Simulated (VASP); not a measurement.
OSZICAR of a VASP run on WSi2 (MoSi2 type):

OSZICAR:
```
       N       E                     dE             d eps       ncg     rms          rms(c)
DAV:   1     0.108522564517E+03    0.10852E+03   -0.96989E+03  3060   0.123E+03
DAV:   2    -0.221517359824E+02   -0.13067E+03   -0.12877E+03  3508   0.319E+02
DAV:   3    -0.256644715195E+02   -0.35127E+01   -0.34325E+01  4104   0.467E+01
DAV:   4    -0.256921371456E+02   -0.27666E-01   -0.27654E-01  3466   0.471E+00
DAV:   5    -0.256924874121E+02   -0.35027E-03   -0.35025E-03  4062   0.526E-01    0.227E+01
DAV:   6    -0.248803827385E+02    0.81210E+00   -0.56408E+00  3634   0.168E+01    0.715E+00
DAV:   7    -0.247895863997E+02    0.90796E-01   -0.48034E-01  3529   0.394E+00    0.443E+00
DAV:   8    -0.247631071341E+02    0.26479E-01   -0.65041E-02  3851   0.223E+00    0.317E-01
DAV:   9    -0.247626993162E+02    0.40782E-03   -0.19515E-03  3683   0.334E-01    0.192E-01
DAV:  10    -0.247626178569E+02    0.81459E-04   -0.44651E-04  3809   0.204E-01    0.374E-02
DAV:  11    -0.247626090173E+02    0.88396E-05   -0.52063E-05  3739   0.584E-02    0.148E-02
DAV:  12    -0.247626087013E+02    0.31601E-06   -0.21564E-06  2889   0.106E-02
   1 F= -.24762609E+02 E0= -.24762591E+02  d E =-.524936E-04
```

Problem. Which electronic solver shows in the log?

Solution. It is blocked Davidson (ALGO = Normal, or the opening steps of other solvers). The INCAR had ALGO = Normal.

Problem. Can the final energy be trusted as converged?

Solution. Self-consistency was reached. It stopped with EDIFF = 1E-6, NELM = 100 (PBE GGA, plane waves, VASP's PBE PAW potentials (set 64)).

The compound is WSi2 in the MoSi2 type structure. The cell was not relaxed at this level.
